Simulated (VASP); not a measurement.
# Mg2C (Pmmm) in VASP: reference runs

Aim: a first look at Mg2C with PBE, on the cell as given and on a disturbed one.

Program: VASP 6.6.1. These are calculated values, not measurements. Logs are shortened: lines on timing, memory, paths and dates and some standing lists are left out, and cuts for length are marked.

**1. Starting point**

Symmetry: Pmmm, No. 47, orthorhombic system. Conventional cell: a = 3.112 Å, b = 3.510 Å, c = 4.295 Å, α = 90.00°, β = 90.00°, γ = 90.00°. Mg (site symmetry mmm) has 2 C at 2.15 Å as nearest neighbours. Mg (site symmetry mmm) is surrounded by 4 C at 2.35 Å. C (site symmetry mmm) has 6 Mg at 2.15 to 2.35 Å as nearest neighbours.

The cell was built by a generator and needn't be a form met in nature.

**2. Single point, PBE**

INCAR reads:

```
SYSTEM = Mg2C
  PREC = Accurate
  ENCUT = 520
  EDIFF = 1E-7
  ISMEAR = -1
  SIGMA = 0.05
  LREAL = .FALSE.
  LASPH = .TRUE.
  NELM = 80
  ALGO = Normal
  ISIF = 2
  LWAVE = .FALSE.
  LCHARG = .FALSE.
  GGA = PE
  NBANDS = 11
```

KPOINTS reads:

```
Automatic mesh
0
G
  9 8 6
  0 0 0
```

POSCAR reads:

```
Mg2C
1.0
    3.1122100000      0.0000000000      0.0000000000
    0.0000000000      3.5098100000      0.0000000000
    0.0000000000      0.0000000000      4.2952600000
Mg C
2 1
Direct
    0.5000000000      0.0000000000      0.0000000000
    0.0000000000      0.5000000000      0.5000000000
    0.5000000000      0.0000000000      0.5000000000
```

Potentials or basis: VASP PAW PBE potentials, release 64 (Mg, C).

Run with:

```bash
> cat potpaw_PBE.64/Mg/POTCAR potpaw_PBE.64/C/POTCAR > POTCAR
> mpirun -np 1 vasp_std > vasp.out
```

OUTCAR:

```text
SYSTEM = Mg2C
   PREC = Accurate
   ENCUT = 520
   EDIFF = 1E-7
   ISMEAR = -1
   LREAL = .FALSE.
   LASPH = .TRUE.
   NELM = 80
   ISIF = 2
   GGA = PE

 ion  position               nearest neighbor table
   1  0.500  0.000  0.000-   3 2.15   3 2.15   2 3.18   2 3.18   2 3.18   2 3.18   2 3.18   2 3.18
                             2 3.18   2 3.18
   2  0.000  0.500  0.500-   3 2.35   3 2.35   3 2.35   3 2.35   1 3.18   1 3.18   1 3.18   1 3.18
                             1 3.18   1 3.18   1 3.18   1 3.18
   3  0.500  0.000  0.500-   1 2.15   1 2.15   2 2.35   2 2.35   2 2.35   2 2.35

  LATTYP: Found a simple orthorhombic cell.
 ALAT       =     3.1122100000
 B/A-ratio  =     1.1277548752
 C/A-ratio  =     1.3801318034

  Lattice vectors:

 A1 = (   3.1122100000,   0.0000000000,   0.0000000000)
 A2 = (   0.0000000000,   3.5098100000,   0.0000000000)
 A3 = (   0.0000000000,   0.0000000000,   4.2952600000)

Analysis of symmetry for initial positions (statically):
=====================================================================
 Subroutine PRICEL returns:
 Original cell was already a primitive cell.

 Routine SETGRP: Setting up the symmetry group for a
 simple orthorhombic supercell.

 Subroutine GETGRP returns: Found  8 space group operations
 (whereof  8 operations were pure point group operations)
 out of a pool of  8 trial point group operations.

The static configuration has the point symmetry D_2h.

Analysis of symmetry for dynamics (positions and initial velocities):
=====================================================================
 Subroutine PRICEL returns:
 Original cell was already a primitive cell.

 Routine SETGRP: Setting up the symmetry group for a
 simple orthorhombic supercell.

 Subroutine GETGRP returns: Found  8 space group operations
 (whereof  8 operations were pure point group operations)
 out of a pool of  8 trial point group operations.

The dynamic configuration has the point symmetry D_2h.

 Subroutine INISYM returns: Found  8 space group operations
 (whereof  8 operations are pure point group operations),
 and found     1 'primitive' translations

----------------------------------------------------------------------------------------

                                     Primitive cell

  volume of cell :      46.9183

  direct lattice vectors                    reciprocal lattice vectors
     3.112210000  0.000000000  0.000000000     0.321315078  0.000000000  0.000000000
     0.000000000  3.509810000  0.000000000     0.000000000  0.284915708  0.000000000
     0.000000000  0.000000000  4.295260000     0.000000000  0.000000000  0.232814777

  length of vectors
     3.112210000  3.509810000  4.295260000     0.321315078  0.284915708  0.232814777

  position of ions in fractional coordinates (direct lattice)
     0.500000000  0.000000000  0.000000000
     0.000000000  0.500000000  0.500000000
     0.500000000  0.000000000  0.500000000

  ion indices of the primitive-cell ions
   primitive index   ion index
                 1           1
                 2           2
                 3           3

----------------------------------------------------------------------------------------

 KPOINTS: Automatic mesh

Automatic generation of k-mesh.
 Grid dimensions read from file:
 generate k-points for:    9    8    6

 Generating k-lattice:

  Cartesian coordinates                     Fractional coordinates (reciprocal lattice)
     0.035701675  0.000000000  0.000000000     0.111111111  0.000000000  0.000000000
     0.000000000  0.035614463  0.000000000     0.000000000  0.125000000  0.000000000
     0.000000000  0.000000000  0.038802463     0.000000000  0.000000000  0.166666667

  Length of vectors
     0.035701675  0.035614463  0.038802463

  Shift w.r.t. Gamma in fractional coordinates (k-lattice)
     0.000000000  0.000000000  0.000000000

 Subroutine IBZKPT returns following result:
 ===========================================

 Found    100 irreducible k-points:

 Following reciprocal coordinates:
            Coordinates               Weight
  0.000000  0.000000  0.000000      1.000000
  0.111111  0.000000  0.000000      2.000000
  0.222222  0.000000  0.000000      2.000000
  0.333333  0.000000  0.000000      2.000000
  0.444444  0.000000  0.000000      2.000000
  0.000000  0.125000  0.000000      2.000000
[... 16 lines left out ...]
  0.222222  0.500000  0.000000      2.000000
  0.333333  0.500000  0.000000      2.000000
 [... further k-points ...]
   k-points           NKPTS =    100   k-points in BZ     NKDIM =    100   number of bands    NBANDS=     11
   number of dos      NEDOS =    301   number of ions     NIONS =      3
   total plane-waves  NPLWV =  21504
   dimension x,y,z NGX =    24 NGY =   28 NGZ =   32
   dimension x,y,z NGXF=    48 NGYF=   56 NGZF=   64
   ions per type =               2   1
   NGX,Y,Z   is equivalent  to a cutoff of  12.82, 13.26, 12.39 a.u.
   NGXF,Y,Z  is equivalent  to a cutoff of  25.64, 26.53, 24.77 a.u.
 SYSTEM =  Mg2C
   PREC   = accura    normal or accurate (medium, high low for compatibility)
   ISTART =      0    job   : 0-new  1-cont  2-samecut
   ICHARG =      2    charge: 1-file 2-atom 10-const
   ISPIN  =      1    spin polarized calculation?
   LNONCOLLINEAR =      F non collinear calculations
   LSORBIT =      F    spin-orbit coupling
   LASPH  =      T    aspherical Exc in radial PAW
   ENCUT  =  520.0 eV  38.22 Ry    6.18 a.u.   5.79  6.53  7.99*2*pi/ulx,y,z
   NELM   =     80;   NELMIN=  2; NELMDL= -5     # of ELM steps
   EDIFF  = 0.1E-06   stopping-criterion for ELM
   LREAL  =      F    real-space projection
   EDIFFG = 0.1E-05   stopping-criterion for IOM
   NSW    =      0    number of steps for IOM
   IBRION =     -1    ionic relax: 0-MD 1-quasi-New 2-CG
   NFREE  =      0    steps in history (QN), initial steepest desc. (CG)
   ISIF   =      2    stress and relaxation
   ISYM   =      2    0-nonsym 1-usesym 2-fastsym
   POTIM  = 0.5000    time-step for ionic-motion
   TEBEG  =    0.0;   TEEND  =   0.0 temperature during run
   PSTRESS=    0.0 pullay stress
   NELECT =       8.0000    total number of electrons
   NUPDOWN=      -1.0000    fix difference up-down
   EMIN   =  10.00;   EMAX   =-10.00  energy-range for DOS
   EFERMI =   0.00;   METHOD = LEGACY
   ISMEAR =    -1;   SIGMA  =   0.05  broadening in eV -4-tet -1-fermi 0-gaus
   EFERMI_NEDOS =   21; number of points for ismear=-14 and -15
   IALGO  =     38    algorithm
   IMIX   =      4    mixing-type and parameters
     AMIX     =   0.40;   BMIX     =  1.00
     AMIX_MAG =   1.60;   BMIX_MAG =  1.00
  volume/ion in A,a.u.               =      15.64       105.54
  Fermi-wavevector in a.u.,A,eV,Ry     =   0.907801  1.715496 11.212607  0.824103
  Thomas-Fermi vector in A             =   2.031652
   LORBIT       =      0    0 simple, 1 ext, 2 COOP (PROOUT), +10 PAW based schemes
   GGA     = PE    functional components
   LHFCALC =     F    Hartree Fock is set to
   AEXX    =    0.0000 exact exchange contribution
   IVDW    =     0    specifies the selected vdW correction
   LEPSILON=     F    determine dielectric tensor
   LRPA    =     F    only Hartree local field effects (RPA)
 non-spin polarized calculation
  energy-cutoff  :      520.00
  volume of cell :       46.92
 maximum number of plane-waves:      1276
 NGX is ok and might be reduce to    24
   NGX = 11   NGY = 13   NGZ = 15

 number of electron       8.0000000 magnetization

 Free energy of the ion-electron system (eV)
  ---------------------------------------------------
  ext. energy  EPLUGINS =         0.00000000
  ---------------------------------------------------
  free energy    TOTEN  =       -10.59358048 eV

  energy without entropy =      -10.58225966  energy(sigma->0) =      -10.58792007

 E-fermi :   3.4868     XC(G=0):  -9.3496

 val. band max:        3.4866106577   @ k =   0.4444   0.2500   0.3333
 cond. band min:       3.5199621470   @ k =   0.1111   0.1250   0.5000
 fundamental gap:      0.0333514893
 Fermi energy:         3.4867647303

 k-point     1 :       0.0000    0.0000    0.0000
  band No.  band energies     occupation
      1      -7.6072      2.00000
      2       0.5816      2.00000
      3       1.1261      2.00000
      4       2.6703      2.00000
      5       4.1886      0.00000
      6       7.9500      0.00000
      7      10.3353      0.00000
      8      10.5979      0.00000
      9      11.7735      0.00000
     10      13.6853      0.00000
     11      14.4563      0.00000

 k-point     2 :       0.1111    0.0000    0.0000
  band No.  band energies     occupation
      1      -7.4736      2.00000
      2       0.6992      2.00000
      3       1.1417      2.00000
      4       2.7446      2.00000
      5       3.5817      0.26047
      6       8.1121      0.00000
      7      10.1376      0.00000
      8      10.8361      0.00000
      9      11.7831      0.00000
     10      13.8718      0.00000
     11      13.9457      0.00000

 k-point     3 :       0.2222    0.0000    0.0000
  band No.  band energies     occupation
      1      -7.0943      2.00000
      2       0.7456      2.00000
      3       1.0295      2.00000
      4       2.9449      1.99996
      5       2.9489      1.99996
      6       8.3335      0.00000
      7       9.4193      0.00000
      8      10.1337      0.00000
      9      11.7241      0.00000
     10      13.9819      0.00000
     11      14.4293      0.00000
[... 267 lines left out ...]
 k-point    23 :       0.2222    0.5000    0.0000
  band No.  band energies     occupation
      1      -6.1762      2.00000
      2      -1.1446      2.00000
      3       1.8336      2.00000
      4       2.0762      2.00000
      5       5.0681      0.00000
      6       5.6785      0.00000
      7       7.4728      0.00000
      8       9.3247      0.00000
      9      12.0090      0.00000
     10      13.1640      0.00000
     11      14.9599      0.00000

 k-point    24 :       0.3333    0.5000    0.0000
  band No.  band energies     occupation
      1      -5.7502      2.00000
      2      -0.4702      2.00000
      3       0.7950      2.00000
      4       2.2183      2.00000
      5       4.7219      0.00000
      6       6.4891      0.00000
      7       8.1498      0.00000
      8       8.3169      0.00000
      9      10.5484      0.00000
     10      11.6500      0.00000
     11      13.1964      0.00000

 [... further k-points ...]

------------------------ aborting loop because EDIFF is reached ----------------------------------------

  FORCE on cell =-STRESS in cart. coord.  units (eV):
  Direction    XX          YY          ZZ          XY          YZ          ZX
  --------------------------------------------------------------------------------------
  -------------------------------------------------------------------------------------
  Total       -0.2501817      0.0302333      0.1188585      0.0000000      0.0000000      0.0000000
  in kB       -8.5432707      1.0324147      4.0588111      0.0000000      0.0000000      0.0000000
  external PRESSURE =      -1.1506816 kB  Pullay stress =       0.0000000 kB

 VOLUME and BASIS-vectors are now :
 -----------------------------------------------------------------------------
  energy-cutoff  :      520.00
  volume of cell :       46.92
      direct lattice vectors                 reciprocal lattice vectors
     3.112210000  0.000000000  0.000000000     0.321315078  0.000000000  0.000000000
     0.000000000  3.509810000  0.000000000     0.000000000  0.284915708  0.000000000
     0.000000000  0.000000000  4.295260000     0.000000000  0.000000000  0.232814777

 POSITION                                       TOTAL-FORCE (eV/Angst)
 -----------------------------------------------------------------------------------
      1.55611      0.00000      0.00000         0.000000      0.000000      0.000000
      0.00000      1.75490      2.14763         0.000000      0.000000      0.000000
      1.55611      0.00000      2.14763         0.000000      0.000000      0.000000
 -----------------------------------------------------------------------------------
    total drift:                                0.000000     -0.000000     -0.000000

  FREE ENERGIE OF THE ION-ELECTRON SYSTEM (eV)
  ---------------------------------------------------
  free  energy   TOTEN  =       -10.5935804775 eV

  energy  without entropy=      -10.5822596596  energy(sigma->0) =      -10.58792007
```

It took 47 s on 1 thread of Intel Xeon Platinum 8259CL at 2.50GHz (Skylake/Cascade Lake), shared host; peak memory 0.19 GiB.

What came out:

```yaml
Free_energy: -10.5936 eV
Pressure: -0.1 GPa
Band_gap_on_the_k_mesh: none (metal or under the smearing width)
```

Stress tensor (GPa, compression positive):
```
-0.85  0.00  0.00
 0.00  0.10  0.00
 0.00  0.00  0.41
```

**3. Single point, PBE (atoms moved at random, drawn with an rms of 0.05 Å)**

INCAR reads:

```
SYSTEM = Mg2C
PREC     = Accurate       ! precision mode
ENCUT    = 520            ! plane-wave cutoff, eV
EDIFF    = 1E-7           ! SCF threshold, eV
ISMEAR   = -1             ! smearing method
SIGMA    = 0.05           ! smearing width, eV
LREAL    = .FALSE.        ! projectors in reciprocal space
LASPH    = .TRUE.         ! aspherical terms in the spheres
NELM     = 100            ! most SCF steps
ALGO     = Normal         ! electronic algorithm
ISIF     = 2              ! what is computed and relaxed
LWAVE    = .FALSE.        ! write WAVECAR
LCHARG   = .FALSE.        ! write CHGCAR
GGA      = PE             ! functional
NBANDS   = 11             ! bands
```

KPOINTS is that of step 2.

POSCAR reads:

```
Mg2C
1.0
    3.1122100000      0.0000000000      0.0000000000
    0.0000000000      3.5098100000      0.0000000000
    0.0000000000      0.0000000000      4.2952600000
Mg C
2 1
Direct
    0.5043290000      0.0024640000      0.0054230000
   -0.0034490000      0.4989060000      0.4926310000
    0.4999550000      0.0081150000      0.5045450000
```

Potentials or basis: VASP PAW PBE potentials, release 64 (Mg, C).

Run with:

```bash
> cat potpaw_PBE.64/Mg/POTCAR potpaw_PBE.64/C/POTCAR > POTCAR
> mpirun -np 1 vasp_std > vasp.out
```

OUTCAR:

```text
SYSTEM = Mg2C
   PREC = Accurate
   ENCUT = 520
   EDIFF = 1E-7
   ISMEAR = -1
   LREAL = .FALSE.
   LASPH = .TRUE.
   NELM = 100
   ISIF = 2
   GGA = PE

 ion  position               nearest neighbor table
   1  0.504  0.002  0.005-   3 2.14   3 2.15   2 3.12   2 3.14   2 3.15   2 3.16   2 3.20   2 3.21
                             2 3.22   2 3.24
   2  0.997  0.499  0.493-   3 2.31   3 2.33   3 2.36   3 2.38   1 3.12   1 3.14   1 3.15   1 3.16
                             1 3.20   1 3.21   1 3.22   1 3.24
   3  0.500  0.008  0.505-   1 2.14   1 2.15   2 2.31   2 2.33   2 2.36   2 2.38

  LATTYP: Found a simple orthorhombic cell.
[... 535 lines left out ...]
  --------------------------------------------------------------------------------------
  -------------------------------------------------------------------------------------
  Total       -0.2274687      0.0550602      0.1209197      0.0098780     -0.0029416      0.0058675
  in kB       -7.7676626      1.8802089      4.1291971      0.3373149     -0.1004505      0.2003639
  external PRESSURE =      -0.5860855 kB  Pullay stress =       0.0000000 kB

 VOLUME and BASIS-vectors are now :
 -----------------------------------------------------------------------------
  energy-cutoff  :      520.00
  volume of cell :       46.92
      direct lattice vectors                 reciprocal lattice vectors
     3.112210000  0.000000000  0.000000000     0.321315078  0.000000000  0.000000000
     0.000000000  3.509810000  0.000000000     0.000000000  0.284915708  0.000000000
     0.000000000  0.000000000  4.295260000     0.000000000  0.000000000  0.232814777

 POSITION                                       TOTAL-FORCE (eV/Angst)
 -----------------------------------------------------------------------------------
      1.56958      0.00865      0.02329        -0.030446     -0.011021     -0.179054
      3.10148      1.75107      2.11598         0.054690      0.166650      0.247468
      1.55596      0.02848      2.16715        -0.024244     -0.155629     -0.068413
 -----------------------------------------------------------------------------------
    total drift:                                0.000024      0.000022     -0.000077

  FREE ENERGIE OF THE ION-ELECTRON SYSTEM (eV)
  ---------------------------------------------------
  free  energy   TOTEN  =       -10.5838270160 eV

  energy  without entropy=      -10.5724592768  energy(sigma->0) =      -10.57814315
```

OSZICAR:

```text
N       E                     dE             d eps       ncg     rms          rms(c)
DAV:   1     0.117796784453E+02    0.11780E+02   -0.31494E+03  4796   0.574E+02
DAV:   2    -0.118380881053E+02   -0.23618E+02   -0.21967E+02  6043   0.895E+01
DAV:   3    -0.138618950648E+02   -0.20238E+01   -0.19999E+01  5973   0.254E+01
DAV:   4    -0.138783675567E+02   -0.16472E-01   -0.16469E-01  5423   0.279E+00
DAV:   5    -0.138784651503E+02   -0.97594E-04   -0.97592E-04  5795   0.217E-01    0.854E+00
DAV:   6    -0.109547082377E+02    0.29238E+01   -0.34503E+01  5865   0.174E+01    0.390E+00
DAV:   7    -0.106179351575E+02    0.33677E+00   -0.17091E+00  5142   0.512E+00    0.172E+00
DAV:   8    -0.105961718376E+02    0.21763E-01   -0.31551E-01  5378   0.323E+00    0.839E-01
DAV:   9    -0.105845370358E+02    0.11635E-01   -0.38775E-02  5543   0.790E-01    0.309E-01
DAV:  10    -0.105840380902E+02    0.49895E-03   -0.35601E-03  5388   0.311E-01    0.905E-02
DAV:  11    -0.105838365319E+02    0.20156E-03   -0.96296E-04  5655   0.128E-01    0.234E-02
DAV:  12    -0.105838271492E+02    0.93827E-05   -0.37999E-05  5493   0.341E-02    0.339E-03
DAV:  13    -0.105838269930E+02    0.15621E-06   -0.10631E-06  5875   0.601E-03    0.178E-03
DAV:  14    -0.105838270160E+02   -0.23036E-07   -0.69794E-07  5497   0.329E-03
   1 F= -.10583827E+02 E0= -.10578143E+02  d E =-.113677E-01
```

stdout:

```text
POSCAR found type information on POSCAR MgC
 POSCAR found :  2 types and       3 ions
 scaLAPACK will be used
 LDA part: xc-table for (Slater+PW92), standard interpolation
 POSCAR, INCAR and KPOINTS ok, starting setup
 FFT: planning ... GRIDC
 FFT: planning ... GRID_SOFT
 FFT: planning ... GRID
 WAVECAR not read
 entering main loop
```

Run time: 91 s. Hardware: 1 thread of Intel Xeon Platinum 8259CL at 2.50GHz (Skylake/Cascade Lake), shared host; peak memory 0.24 GiB.

What came out:

| Item | Value |
| --- | --- |
| Free energy | -10.5838 eV |
| Pressure | -0.1 GPa |
| Largest force | 0.303 eV/Å |
| Band gap on the k mesh | none (metal or under the smearing width) |

Forces in eV/Å, atoms in the order of the input:
```
Mg  -0.030 -0.011 -0.179
Mg   0.055  0.167  0.247
C   -0.024 -0.156 -0.068
```
